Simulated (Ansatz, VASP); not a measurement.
# Ru (Ruthenium) in two plane-wave programs, part 2 of 2

One calculation is typed for both programs; each brings its own data sets. How far apart do they land? The cell is taken from a series of runs on this material, whose earlier steps may have relaxed, scaled, displaced or heated it; both programs get it as it stands.

VASP 6.6.1 and Ansatz 0.2.0.

So far: The starting structure; Ansatz: zone-centre phonons, PBEsol; VASP: zone-centre phonons, PBEsol.

**3. VASP: zone-centre phonons, PBEsol (continued)**

Level of this step: PBEsol; plane waves and PAW (Ru_pv) (VASP).

Numbers of over 12 decimals in the logs are rounded to 6 here.

OUTCAR, selected parts (step 3):

```text
ion  position               nearest neighbor table
   1  0.333  0.667  0.250-   2 2.58   2 2.58   2 2.58   2 2.58   2 2.58   2 2.58
   2  0.667  0.333  0.750-   1 2.58   1 2.58   1 2.58   1 2.58   1 2.58   1 2.58

  LATTYP: Found a hexagonal cell.
 ALAT       =     2.6333570017
 C/A-ratio  =     1.5833660238

 Subroutine GETGRP returns: Found 24 space group operations
 (whereof 12 operations were pure point group operations)

The static configuration has the point symmetry D_3d.
 The point group associated with its full space group is D_6h.

 Found    259 irreducible k-points:

   k-points           NKPTS =    259   k-points in BZ     NKDIM =    259   number of bands    NBANDS=     20

   dimension x,y,z NGX =    20 NGY =   20 NGZ =   30
   dimension x,y,z NGXF=    40 NGYF=   40 NGZF=   60

   ENCUT  =  500.0 eV  36.75 Ry    6.06 a.u.   4.80  4.80  7.60*2*pi/ulx,y,z

   NELECT =      28.0000    total number of electrons

 k-points in reciprocal lattice and weights: Automatic mesh
   0.00000000  0.00000000  0.00000000       0.000
   0.05555556  0.00000000  0.00000000       0.002
   0.11111111  0.00000000  0.00000000       0.002
   0.16666667 -0.00000000  0.00000000       0.002
   0.22222222 -0.00000000  0.00000000       0.002
   0.27777778  0.00000000  0.00000000       0.002
   0.33333333 -0.00000000  0.00000000       0.002
   0.38888889  0.00000000  0.00000000       0.002
   0.44444444 -0.00000000  0.00000000       0.002
[...]
0.33333333  0.27777778  0.50000000       0.003
   0.33333333  0.33333333  0.50000000       0.001

 average (electrostatic) potential at core
       1 -65.6771       2 -65.6771

  Total        3.8977472      3.8977472      3.8984487     -0.0000000      0.0000000      0.0000000
  in kB      249.3923222    249.3923222    249.4372048     -0.0000000      0.0000000      0.0000000
  external PRESSURE =     249.4072831 kB  Pullay stress =       0.0000000 kB

  energy-cutoff  :      500.00
  volume of cell :       25.04
      direct lattice vectors                 reciprocal lattice vectors
     2.633357002  0.000000000  0.000000000     0.379743422  0.219244967  0.000000000
    -1.316678501  2.280554061  0.000000000     0.000000000  0.438489934  0.000000000
     0.000000000  0.000000000  4.169568005     0.000000000  0.000000000  0.239832999

 POSITION                                       TOTAL-FORCE (eV/Angst)
 -----------------------------------------------------------------------------------
     -0.00000      1.52037      1.04239         0.000000      0.000000      0.000000
      1.31668      0.76018      3.12718        -0.000000     -0.000000      0.000000
 -----------------------------------------------------------------------------------
    total drift:                                0.000000     -0.000000      0.000000

 Eigenvectors and eigenvalues of the dynamical matrix
 ----------------------------------------------------

   1 f  =    9.510454 THz    59.755944 2PiTHz  317.234592 cm-1    39.332059 meV
             X         Y         Z           dx          dy          dz
     -0.000000  1.520369  1.042392     0.000000   -0.000000    0.707107
      1.316679  0.760185  3.127176    -0.000000   -0.000000   -0.707107

   2 f  =    6.797580 THz    42.710454 2PiTHz  226.742858 cm-1    28.112519 meV
             X         Y         Z           dx          dy          dz
     -0.000000  1.520369  1.042392     0.528123   -0.470198   -0.000000
      1.316679  0.760185  3.127176    -0.528123    0.470198   -0.000000

   3 f  =    6.797580 THz    42.710454 2PiTHz  226.742858 cm-1    28.112519 meV
             X         Y         Z           dx          dy          dz
     -0.000000  1.520369  1.042392     0.470198    0.528123    0.000000
      1.316679  0.760185  3.127176    -0.470198   -0.528123    0.000000

   4 f  =    0.000000 THz     0.000000 2PiTHz    0.000002 cm-1     0.000000 meV
             X         Y         Z           dx          dy          dz
     -0.000000  1.520369  1.042392     0.705466   -0.048072   -0.002509
      1.316679  0.760185  3.127176     0.705466   -0.048072   -0.002509

   5 f/i=    0.000000 THz     0.000001 2PiTHz    0.000005 cm-1     0.000001 meV
             X         Y         Z           dx          dy          dz
     -0.000000  1.520369  1.042392    -0.026621   -0.358895   -0.608675
      1.316679  0.760185  3.127176    -0.026621   -0.358895   -0.608675

   6 f/i=    0.000000 THz     0.000001 2PiTHz    0.000005 cm-1     0.000001 meV
             X         Y         Z           dx          dy          dz
     -0.000000  1.520369  1.042392     0.040107    0.607358   -0.359873
      1.316679  0.760185  3.127176     0.040107    0.607358   -0.359873

 ELASTIC MODULI CONTR FROM IONIC RELAXATION (kBar)
 Direction    XX          YY          ZZ          XY          YZ          ZX
 --------------------------------------------------------------------------------
 XX        -116.3441    116.3441     -0.0000      0.0000     -0.0000     -0.0000
 YY         116.3441   -116.3441      0.0000      0.0000      0.0000      0.0000
 ZZ          -0.0000      0.0000     -0.0000      0.0000      0.0000      0.0000
 XY           0.0000      0.0000      0.0000   -116.3441      0.0000      0.0000
 YZ          -0.0000      0.0000      0.0000      0.0000     -0.0000     -0.0000
 ZX          -0.0000      0.0000      0.0000      0.0000     -0.0000     -0.0000
 --------------------------------------------------------------------------------
```

**4. Side by side**

Known differences besides the potentials themselves: the data sets hold 32 valence electrons in Ansatz (on its PAW soft_1 files) and 28 in VASP; the cutoff is 420 eV in Ansatz and 500 eV in VASP; Ansatz makes its cores anew for this functional, VASP keeps those of its PBE data sets. Total energies have different zeros and are not compared.

The two programs side by side:

```
                  quantity  Ansatz   VASP  difference
optical mode 1 to 2 (cm⁻¹)   226.7  226.7     -0.03 %
     optical mode 3 (cm⁻¹)   316.0  317.2     -0.38 %
```

Modes are paired by rising frequency, not by their patterns, so a pair may set unlike modes beside each other; they are those without the splitting of longitudinal modes.

**5. Summary of results**

```json
{
 "r.m.s. difference of the optical zone-centre modes, each program's sorted by frequency (zone-centre phonons, PBEsol)": "0.69 cm⁻¹"
}
```

The r.m.s. difference of the optical zone-centre modes, each program's sorted by frequency is 0.69 cm⁻¹ (zone-centre phonons, PBEsol). The data sets hold unlike numbers of valence electrons (32 in Ansatz and 28 in VASP), so part of the differences comes from the potentials. How closely two codes agree says nothing of how well the functional describes the real material.

[Lines on the potential files, build, host, timing and source positions are cut from VASP's logs without a mark.]

[Logs are printed without paths, hosts, clocks, repeated set-up lines and the standing remarks that a program may print on its own settings, such as how far it seeks lower states.]

[Hosts, paths, dates, database ids (printed as entryN), source tags and the programs' standing remarks are cut or masked in the printed files.]
